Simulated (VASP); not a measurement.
Consider the following.

```
CELL_PARAMETERS angstrom
      0.00000     2.01109     2.01109
      2.01109     0.00000     2.01109
      2.01109     2.01109     0.00000
ATOMIC_POSITIONS crystal
  W  0.00000 0.00000 0.00000
```

Calculation: r2SCAN meta-GGA, VASP's PBE PAW potentials (set 64) (plane waves; VASP). Run with 400 eV cut-off, 17×17×17 Γ-centred mesh, tetrahedra with Blöchl corrections, potentials W_sv.

### Question
Give the energies of bands 5 to 10 at the high-symmetry points, in eV from the Fermi level.

### Answer

```csv
band,Γ,X,U,L,W
5,-9.53,-5.78,-4.59,-5.95,-3.94
6,-0.60,-4.84,-3.53,-0.76,-2.21
7,-0.60,3.06,-0.23,-0.76,-2.21
8,-0.60,5.38,2.87,0.48,1.47
9,2.83,6.03,4.86,5.33,6.04
10,2.83,6.03,8.20,5.33,10.97
```

It has no gap at this level: it comes out as a metal or semimetal.

The structure comes from a measured W entry (Fm-3m) of the Crystallography Open Database, whose conditions weren't checked. It was relaxed first.
